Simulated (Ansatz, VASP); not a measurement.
# Al: VASP beside Ansatz

Aim: how closely do two programs agree when they are given the same cell, functional and k mesh? The cell is taken from a series of runs on this material, whose earlier steps may have relaxed, scaled, displaced or heated it; both programs get it as it stands.

Program: Ansatz 0.2.0. Level of theory: plane waves, with VASP 6.6.1 beside it; single point at PBEsol. Results are calculated unless marked as measured.

**1. Set-up**

The cell holds 6 atoms: 6 Al. Cell: a = 2.719 Å, b = 5.244 Å, c = 31.880 Å, α = 90.0°, β = 90.0°, γ = 90.0°. It derives from Al. Vacuum lies along c.

**2. Ansatz: single point, PBEsol, pair 1**

Ansatz runs on its PAW soft_1 files.

With cell and atoms fixed, the geometry can't cause a difference; cores, projectors, grids and the points listed under the comparison can.

Contents of input.yaml:

```yaml
crystal:
  lattice:
    - [1.9228979708, 1.9228979708, 0.0]
    - [-3.7081466103, 3.7081466103, 0.0]
    - [0.0, 0.0, 31.8800272]
  atoms:
    - { symbol: Al, position: [0.8223545735, 0.4515041288, 0.1962340462] }
    - { symbol: Al, position: [0.1776454265, -0.0484958712, 0.1962340462] }
    - { symbol: Al, position: [0.2793621528, 0.25, 0.2672519677] }
    - { symbol: Al, position: [0.7206378472, 0.75, 0.2672519677] }
    - { symbol: Al, position: [0.1776454265, 0.5484958712, 0.3382698892] }
    - { symbol: Al, position: [0.8223545735, 0.0484958712, 0.3382698892] }
  periodic: [true, true, false]
kpoints:
  mp_grid: { grid: [14, 8, 1] }
hamiltonian:
  xc: pbesol
  pseudopotentials: { kind: paw, azcp: { folder: soft_1 }, xc_functional: pbe }
scf:
  occupations: { method: methfessel_paxton, width: 0.2 }
output:
  forces: true
  stress: true
  eigenvalues: true
```

On the command line:

```sh
$ ansatz run input.yaml --threads 4 --pin off --max-ram 16384MiB --backend cpu --events-out ev --progress --plain --runs-dir out
```

Numbers of over 12 decimals in the logs are rounded to 6 here.

The program printed:

```text
Engine: ansatz 0.2.0, aarch64-unknown-linux-gnu
Pseudopotentials: kind: paw
Pseudopotential: Al, paw, valence charge 3, recommended cutoff 420 eV (normal), soft_1/Al.paw.azcp
Functional definition: PBEsol
  exchange = pbesol_x
  correlation = pbesol_c
Crystal: 6 atoms, lattice volume = 454.634 Å³
Basis set: ecut = 420 eV, 8931 PW (Γ), exchange–correlation on 40×72×432 points (8 copies of the dense FFT grid, shifted against one another)
Bands: 15, of which v1, the nominal top of the filled ones, is band 9 counted from 1 (8 counted from 0)
Symmetry: 4 space group operations
Space group: P2/c (ITA 13), of the structure as read, at distance tolerance 7.7e-5 Å
k-points: 40 of 112
Non-local potential: Al, projectors of the file, l = 0: 2, l = 1: 2, l = 2: 1
PAW form: soft (Blöchl's): semilocal exchange-correlation on the pseudo side does not see the compensation charge
PAW frozen core: Al, regenerated for the run's functional, and the local potential with it (the file was generated under x = pbe(κ = 0.804, μ = 0.219515), c = pbe(β = 0.066725))
PAW one-centre angular grid: Al, 110 points (default); XC on 64 Gauss nodes
Initial density: superposition of atomic densities (neutral atoms: chi_scale 0, normalization atom)
Initial wavefunctions: pseudopotential atomic-orbital guess
Functional: x = pbesol(κ = 0.804, μ = 0.123457), c = pbesol(β = 0.046)
SCF iter   1: F=—  HF=-3146.635356 eV  |F-HF|=—  |Δ(HF+E_count)|=         —  Δρ=1.42e-2  dr2=6.24e0  ethr=3.10e-3  ⟨swp⟩=11.3  Hψ=6077  notcnv=0
preconditioner: auto → LDOS  [insulator: Δε(μ)=0.130 eV  Ē_g=6.471 eV  σ=0.200 eV  W_gap=0.52  n_scr=38 (ndim 8)  ℏωp=7.4 eV  f_vac=0.667  D(μ)=1.81/eV (n_scr^D=8)  ε∞_Penn≈2.3  β→1.0]
SCF iter   2: F=—  HF=-3146.333311 eV  |F-HF|=—  |Δ(HF+E_count)|=   3.02e-1  S|Δr|=    0.00e0  Δρ=1.20e-2  dr2=6.96e0  ethr=3.10e-3  ⟨swp⟩=5.2  Hψ=2075  notcnv=0  defer=32
SCF iter   3: F=—  HF=-3145.421968 eV  |F-HF|=—  |Δ(HF+E_count)|=   9.11e-1  S|Δr|=    0.00e0  Δρ=1.72e-3  dr2=5.20e-2  ethr=3.10e-3  ⟨swp⟩=5.0  Hψ=1919  notcnv=0  defer=17
SCF iter   4: F=—  HF=-3145.412595 eV  |F-HF|=—  |Δ(HF+E_count)|=   9.37e-3  S|Δr|=    0.00e0  Δρ=2.46e-4  dr2=6.83e-4  ethr=2.89e-4  ⟨swp⟩=2.7  Hψ=1039  notcnv=0  defer=17
SCF iter   5: F=—  HF=-3145.412753 eV  |F-HF|=—  |Δ(HF+E_count)|=   1.58e-4  S|Δr|=    0.00e0  Δρ=5.91e-5  dr2=3.15e-5  ethr=3.79e-6  ⟨swp⟩=3.3  Hψ=1271  notcnv=0  defer=17
SCF iter   6: F=—  HF=-3145.412807 eV  |F-HF|=—  |Δ(HF+E_count)|=   5.30e-5  S|Δr|=    0.00e0  Δρ=8.00e-6  dr2=4.50e-7  ethr=1.75e-7  ⟨swp⟩=3.1  Hψ=1168  notcnv=0  defer=17
SCF iter   7: F=-3145.412808 eV  HF=-3145.412807 eV  |F-HF|=5.72e-8  |Δ(HF+E_count)|=   9.34e-7  S|Δr|=    0.00e0  Δρ=1.26e-6  dr2=1.23e-8  ethr=5.56e-10  ⟨swp⟩=17.1  Hψ=5573  notcnv=0
SCF 1 converged in 7 iterations: F = -3145.412808 eV  dr2 = 1.23e-8
  greatest PAW one-centre occupation: 0.472 electrons in one spin orbital (limit 2), on the Al atom at site 5 (counted from 0), in its partial waves of l = 0
SCF converged after 7 iterations
Stability not checked: this state was not tested for a lower state beside it, because cold or Methfessel-Paxton smearing, or corrected tetrahedra, fill the levels in a way that the test cannot read (fill_not_monotonic; see scf.lower_state_search)
Free energy (F): -3145.412808 eV
Harris-Foulkes:  -3145.412807 eV  (|F-HF|=5.72e-8)
Internal energy: -3145.414108 eV  (E = F + TS)
E sigma→0 (E₀):  -3145.413133 eV
Entropy (-TS):   0.001300 eV (0.217 meV/atom)
Fermi energy:    -4.077604 eV
--- Per-component energies (eV) ---
  E_band       = -146.512580
  E_kinetic    = 129.645848
  E_local      = -11707.855309  (includes V_loc(G=0)·N_el)
  E_nonlocal   = 61.812621
  E_hartree    = 5780.848213
  E_xc         = -220.594108
  E_vxc        = -170.964585  (∫ρ·V_xc dr)
  E_paw        = -2740.377293  (= ΣΔE_a)
  E_vpaw       = -20.839982  (= ΣTr[D̂ρ^β])
  E_aug_tail   = -0.000015  (compensation charges beyond the density's cutoff)
  E_ewald      = 5550.991101
  E_core_change = 0.114834  (= ΣΔE_core)
  E_smearing   = 0.001300  (= −TS)
  E_closure    = 0.000000  (closes the sum)
  Σ components = -3145.412808   (vs F -3145.412808, Δ=0.00e0)
--- Forces (eV/Å), atoms counted from 1 ---
  atom   1  Al    -0.14153751    -0.23505949    -0.06541773
  atom   2  Al     0.23505949     0.14153751    -0.06541773
  atom   3  Al     0.08660212     0.08660212     0.00000000
  atom   4  Al    -0.08660212    -0.08660212     0.00000000
  atom   5  Al     0.14153751     0.23505949     0.06541773
  atom   6  Al    -0.23505949    -0.14153751     0.06541773
  max |Σ_I F_I| component: 2.78e-17 eV/Å
--- 2D stress c σ (N/m, compression-positive) ---
       -1.610678       1.719701       0.000000
        1.719701      -1.610678       0.000000
        0.000000       0.000000       0.000000
  P = ½ c Tr σ = -1.6107 N/m
--- Band table (eV; the first three rows and the last of 40) ---
  k-point 0: bands = [... 5 lower, -7.7934, -7.4746, -6.9857, -5.0131, -4.7185, -3.3749, -2.1633, -1.6860 (-1.6860°), ... 2 higher]
  k-point 1: bands = [... 5 lower, -8.0081, -6.9070, -6.2929, -6.0356, -3.5899, -3.2965, -3.0492, -0.8265 (-0.8275°), ... 2 higher]
  k-point 2: bands = [... 5 lower, -7.1615, -6.6713, -6.4458, -4.7998, -4.1261, -3.0643, -2.0457, -0.5884 (-0.5894°), ... 2 higher]
  k-point 39: bands = [... 5 lower, -7.0159, -6.4883, -6.4883, -4.0711, -4.0711, -3.6990, -3.6990, -1.3206, ... 2 higher]
  ° read free of the cell's end (the report's vacuum.weakly_bound_levels)
```

**3. VASP: single point, PBEsol, pair 1**

The same cell, functional, mesh and smearing now go to VASP, with its own data sets.

Lines of VASP's logs that name or quote its potential files are left out, and so is its time.

Contents of INCAR:

```
SYSTEM = Al
PREC = Accurate
ENCUT = 400
EDIFF = 1E-06
NELM = 120
ISMEAR = 1
SIGMA = 0.2
LREAL = .FALSE.
ALGO = Normal
GGA = PS
NBANDS = 15
LORBIT = 11
LWAVE = .FALSE.
LCHARG = .FALSE.
ISIF = 2
LDIPOL = .TRUE.
IDIPOL = 3
DIPOL = 0.5 0.5 0.267
LVHAR = .TRUE.
LASPH = .TRUE.
GGA_COMPAT = .FALSE.
NELMDL = -8
KPAR = 2
```

Contents of POSCAR:

```
Al
1.0
    1.9228979708      1.9228979708      0.0000000000
   -3.7081466103      3.7081466103      0.0000000000
    0.0000000000      0.0000000000     31.8800272000
Al
6
Direct
    0.8223545735      0.4515041288      0.1962340462
    0.1776454265      0.9515041288      0.1962340462
    0.2793621528      0.2500000000      0.2672519677
    0.7206378472      0.7500000000      0.2672519677
    0.1776454265      0.5484958712      0.3382698892
    0.8223545735      0.0484958712      0.3382698892
```

Contents of KPOINTS:

```
Automatic mesh
0
Gamma
14 8 1
0 0 0
```

PAW data sets: Al (PBE family, release 64).

On the command line:

```sh
$ mpirun -np 2 vasp_std
```

The program printed:

```text
[banner, memory and clock lines left out]
running    2 mpi-ranks, on    1 nodes
 distrk:  each k-point on    1 cores,    2 groups
 distr:  one band on    1 cores,    1 groups

 POSCAR found type information on POSCAR Al
 POSCAR found :  1 types and       6 ions
|                                                                             |
|               ----> ADVICE to this user running VASP <----                  |
|                                                                             |
|     You enforced a specific xc type in the INCAR file but a different       |
|     [... a line on the potential file left out ...]
|     I HOPE YOU KNOW WHAT YOU ARE DOING!                                     |
|                                                                             |

 LDA part: xc-table for (Slater+PW92), standard interpolation
 POSCAR, INCAR and KPOINTS ok, starting setup
 FFT: planning ... GRIDC
 FFT: planning ... GRID_SOFT
 FFT: planning ... GRID
 WAVECAR not read
 entering main loop
       N       E                     dE             d eps       ncg     rms          rms(c)
DAV:   1     0.638198515717E+02    0.63820E+02   -0.45424E+03  1200   0.640E+02
DAV:   2    -0.206463157386E+02   -0.84466E+02   -0.79085E+02  1714   0.128E+02
DAV:   3    -0.237332930534E+02   -0.30870E+01   -0.30567E+01  1481   0.286E+01
DAV:   4    -0.238567867223E+02   -0.12349E+00   -0.12339E+00  2113   0.700E+00
DAV:   5    -0.238596653360E+02   -0.28786E-02   -0.28786E-02  2010   0.958E-01
DAV:   6    -0.238597861126E+02   -0.12078E-03   -0.12077E-03  2194   0.155E-01
DAV:   7    -0.238597949388E+02   -0.88261E-05   -0.88262E-05  2057   0.322E-02
DAV:   8    -0.238597954889E+02   -0.55011E-06   -0.55006E-06  1969   0.692E-03    0.385E+00
DAV:   9    -0.228560615320E+02    0.10037E+01   -0.22235E+00  1389   0.601E+00    0.209E+00
DAV:  10    -0.227035147956E+02    0.15255E+00   -0.27928E-01  1683   0.230E+00    0.764E-01
DAV:  11    -0.226727815092E+02    0.30733E-01   -0.39962E-02  1668   0.935E-01    0.324E-01
DAV:  12    -0.226646916732E+02    0.80898E-02   -0.94591E-03  1578   0.458E-01    0.130E-01
DAV:  13    -0.226654890784E+02   -0.79741E-03   -0.87794E-04  1699   0.168E-01    0.854E-02
DAV:  14    -0.226667280867E+02   -0.12390E-02   -0.36298E-03  1438   0.220E-01    0.539E-02
[...]
DAV:  18    -0.226702909347E+02   -0.36489E-03   -0.56589E-05  1403   0.223E-02    0.382E-03
DAV:  19    -0.226704373017E+02   -0.14637E-03   -0.94543E-06  1414   0.108E-02    0.357E-03
DAV:  20    -0.226705167098E+02   -0.79408E-04   -0.56539E-06  1311   0.780E-03    0.860E-04
DAV:  21    -0.226705271978E+02   -0.10488E-04   -0.25906E-07  1139   0.251E-03    0.911E-04
DAV:  22    -0.226705471816E+02   -0.19984E-04   -0.16460E-06  1164   0.343E-03    0.349E-04
DAV:  23    -0.226705517727E+02   -0.45910E-05   -0.75094E-08  1055   0.147E-03    0.350E-04
DAV:  24    -0.226705548921E+02   -0.31194E-05   -0.33113E-08   887   0.828E-04    0.189E-04
DAV:  25    -0.226705556206E+02   -0.72852E-06   -0.72244E-09   936   0.550E-04
   1 F= -.22670556E+02 E0= -.22670994E+02  d E =0.131470E-02
```

Parts of OUTCAR (step 3):

```text
ion  position               nearest neighbor table
   1  0.822  0.452  0.196-   4 2.77   3 2.79   2 2.79   2 2.79   3 2.90   2 3.15   2 3.15
   2  0.178  0.952  0.196-   3 2.77   4 2.79   1 2.79   1 2.79   4 2.90   1 3.15   1 3.15
   3  0.279  0.250  0.267-   2 2.77   5 2.77   1 2.79   6 2.79   4 2.88   4 2.88   1 2.90   6 2.90
                             4 3.03   4 3.03
   4  0.721  0.750  0.267-   1 2.77   6 2.77   5 2.79   2 2.79   3 2.88   3 2.88   2 2.90   5 2.90
                             3 3.03   3 3.03
   5  0.178  0.548  0.338-   3 2.77   4 2.79   6 2.79   6 2.79   4 2.90   6 3.15   6 3.15
   6  0.822  0.048  0.338-   4 2.77   3 2.79   5 2.79   5 2.79   3 2.90   5 3.15   5 3.15

  LATTYP: Found a simple orthorhombic cell.
 ALAT       =     2.7193883894
 B/A-ratio  =     1.9284156864
 C/A-ratio  =    11.7232342848

 Subroutine GETGRP returns: Found  4 space group operations
 (whereof  1 operations were pure point group operations)

The static configuration has the point symmetry C_1 .
 The point group associated with its full space group is C_2h.

 Found     40 irreducible k-points:

   k-points           NKPTS =     40   k-points in BZ     NKDIM =     40   number of bands    NBANDS=     15

   dimension x,y,z NGX =    18 NGY =   36 NGZ =  210
   dimension x,y,z NGXF=    36 NGYF=   72 NGZF=  420

   ENCUT  =  400.0 eV  29.40 Ry    5.42 a.u.   4.43  8.55 51.99*2*pi/ulx,y,z

   NELECT =      18.0000    total number of electrons

 k-points in reciprocal lattice and weights: Automatic mesh
   0.00000000  0.00000000  0.00000000       0.009
   0.07142857  0.00000000  0.00000000       0.018
   0.14285714  0.00000000  0.00000000       0.018
   0.21428571  0.00000000  0.00000000       0.018
   0.28571429  0.00000000  0.00000000       0.018
   0.35714286  0.00000000  0.00000000       0.018
   0.42857143  0.00000000  0.00000000       0.018
   0.50000000  0.00000000  0.00000000       0.009
   0.00000000  0.12500000  0.00000000       0.018
[...]
0.42857143  0.50000000  0.00000000       0.018
   0.50000000  0.50000000  0.00000000       0.009

 dipolmoment           0.000000      0.000000      0.000001 electrons x Angstroem

 average (electrostatic) potential at core
       1 -81.6737       2 -81.6737       3 -81.5687       4 -81.5687       5 -81.6737
       6 -81.6737

 E-fermi :  -1.4425

 k-point     1 :       0.0000    0.0000    0.0000
  band No.  band energies     occupation
    ...
      6      -5.1646      2.00000
      7      -4.8383      2.00000
      8      -4.3568      2.00000
      9      -2.3796      2.00000
     10      -2.0846      2.00005
     11      -0.7406     -0.00001
     12       0.4722     -0.00000
     13       0.9508     -0.00000
     14       1.7286     -0.00000
     15       2.5226     -0.00000

 k-point     2 :       0.0714    0.0000    0.0000
  band No.  band energies     occupation
    ...
      6      -5.0707      2.00000
      7      -4.7394      2.00000
      8      -4.2611      2.00000
      9      -2.2863      2.00000
     10      -1.9944      2.00067
     11      -0.6452     -0.00000
     12       0.5631     -0.00000
     13       1.0445     -0.00000
     14       1.8270     -0.00000
     15       2.6252      0.00000

 k-point     3 :       0.1429    0.0000    0.0000
  band No.  band energies     occupation
    ...
      6      -4.7894      2.00000
      7      -4.4441      2.00000
      8      -3.9742      2.00000
      9      -2.0102      2.00045
     10      -1.7343      2.05888
     11      -0.3617     -0.00000
     12       0.8169     -0.00000
     13       1.3206     -0.00000
     14       2.0371     -0.00000
     15       2.1166     -0.00000

  Total       -1.3910671     -1.3910671      0.6186490      1.5403032      0.4250206     -0.4250206
  in kB       -4.9022655     -4.9022655      2.1801838      5.4281894      1.4978171     -1.4978170
  external PRESSURE =      -2.5414491 kB  Pullay stress =       0.0000000 kB

  energy-cutoff  :      400.00
  volume of cell :      454.63
      direct lattice vectors                 reciprocal lattice vectors
     1.922897971  1.922897971  0.000000000     0.260024197  0.260024197  0.000000000
    -3.708146610  3.708146610  0.000000000    -0.134838250  0.134838250  0.000000000
     0.000000000  0.000000000 31.880027200     0.000000000  0.000000000  0.031367602

 POSITION                                       TOTAL-FORCE (eV/Angst)
 -----------------------------------------------------------------------------------
     -0.09294      3.25555      6.25595        -0.142499     -0.236257     -0.070104
     -3.18672      3.86991      6.25595         0.236257      0.142499     -0.070104
     -0.38985      1.46422      8.52000         0.087387      0.087387      0.000000
     -1.39540      4.16682      8.52000        -0.087387     -0.087387      0.000000
     -1.69231      2.37550     10.78405         0.142499      0.236257      0.070104
      1.40147      1.76113     10.78405        -0.236257     -0.142499      0.070104
 -----------------------------------------------------------------------------------
    total drift:                               -0.000001      0.000001      0.000073

  FREE ENERGIE OF THE ION-ELECTRON SYSTEM (eV)
  ---------------------------------------------------
  free  energy   TOTEN  =       -22.6705556206 eV

  energy  without entropy=      -22.6718703250  energy(sigma->0) =      -22.67099386

 vacuum level on the upper side and lower side of the slab         2.635         2.635

 total charge
# of ion       s       p       d       tot
------------------------------------------
    1        0.457   0.318   0.000   0.775
    2        0.457   0.318   0.000   0.775
    3        0.435   0.351   0.000   0.786
    4        0.435   0.351   0.000   0.786
    5        0.457   0.318   0.000   0.775
    6        0.457   0.318   0.000   0.775
--------------------------------------------------
tot          2.697   1.973   0.000   4.670

[... 3 further parts left out ...]
```

The run ends at a pressure of -0.25 GPa, with forces up to 0.28 eV/Å.

**4. Comparison**

Known differences besides the potentials themselves: Ansatz cuts the interaction across the vacuum, VASP repeats the sheet with a dipole correction; the cutoff is 420 eV in Ansatz and 400 eV in VASP; Ansatz makes its cores anew for this functional, VASP keeps those of its PBE data sets. Total energies have different zeros and are not compared.

Forces (eV/Å; atoms numbered as in POSCAR):

```tsv
atom	Ansatz x, y, z	VASP x, y, z
Al1	-0.142, -0.235, -0.065	-0.142, -0.236, -0.070
Al2	0.235, 0.142, -0.065	0.236, 0.142, -0.070
Al3	0.087, 0.087, 0.000	0.087, 0.087, 0.000
Al4	-0.087, -0.087, 0.000	-0.087, -0.087, 0.000
Al5	0.142, 0.235, 0.065	0.142, 0.236, 0.070
Al6	-0.235, -0.142, 0.065	-0.236, -0.142, 0.070
```

The forces differ by 2.4 meV/Å r.m.s., which is 1.7 % of the r.m.s. force of 0.140 eV/Å (both taken over all components). With vacuum in the cell, a pressure given here is an average over mostly empty space and none of the material.

**5. Ansatz: single point, PBEsol, pair 2**

With cell and atoms fixed, the geometry can't cause a difference; cores, projectors, grids and the points listed under the comparison can.

The cell is taken from a series of runs on this material, whose earlier steps may have relaxed, scaled, displaced or heated it; both programs get it as it stands.

input.yaml, the sections that differ from step 2:

```yaml
crystal:
  lattice:
    - [1.9238061815, 1.9238061815, 0.0]
    - [-3.847612363, 3.847612363, 0.0]
    - [0.0, 0.0, 31.8800272]
  atoms:
    - { symbol: Al, position: [-0.117617966, 0.5, 0.1992423379] }
    - { symbol: Al, position: [0.117617966, 0.0, 0.1992423379] }
    - { symbol: Al, position: [0.5, 0.25, 0.2672519677] }
    - { symbol: Al, position: [0.5, 0.75, 0.2672519677] }
    - { symbol: Al, position: [0.117617966, 0.5, 0.3352615976] }
    - { symbol: Al, position: [-0.117617966, 0.0, 0.3352615976] }
  periodic: [true, true, false]
output:
  forces: true
  stress: true
  eigenvalues: true
  write_density: true
  write_potential: true
  elf: true
  volumetric_format: npy
# kpoints, hamiltonian, scf: as in step 2
```

On the command line:

```sh
$ ansatz run input.yaml --threads 4 --pin off --max-ram 16384MiB --backend cpu --events-out ev --progress --plain --runs-dir out
```

The program printed:

```text
[...]
Crystal: 6 atoms, lattice volume = 471.956 Å³
Basis set: ecut = 420 eV, 9253 PW (Γ), exchange–correlation on 40×80×432 points (8 copies of the dense FFT grid, shifted against one another)
Bands: 15, of which v1, the nominal top of the filled ones, is band 9 counted from 1 (8 counted from 0)
Symmetry: 8 space group operations
[...]
k-points: 40 of 112
[...]
k-point 1: bands = [... 5 lower, -8.6552, -6.7568, -6.6991, -6.1248, -3.7216, -3.2400, -2.9532, -0.7378 (-0.7378°), ... 2 higher]
  k-point 2: bands = [... 5 lower, -7.3085, -7.0221, -6.4804, -5.3766, -4.1351, -2.7424, -2.3942, -0.4519, ... 2 higher]
  k-point 39: bands = [... 5 lower, -6.9898, -6.7118, -6.7118, -3.9959, -3.9959, -3.6431, -3.6431, -1.1383, ... 2 higher]
  ° read free of the cell's end (the report's vacuum.weakly_bound_levels)
[key lines of the parts left out:]
SCF converged after 7 iterations
Free energy (F): -3145.221153 eV
Fermi energy:    -4.238844 eV
P = ½ c Tr σ = -0.7763 N/m
```

[end of part 1 of 2]

[Lines on the potential files, build, host, timing and source positions are cut from VASP's logs without a mark.]

[Logs are printed without paths, hosts, clocks, repeated set-up lines and the standing remarks that a program may print on its own settings, such as how far it seeks lower states.]

[Hosts, paths, dates, database ids (printed as entryN), source tags and the programs' standing remarks are cut or masked in the printed files.]
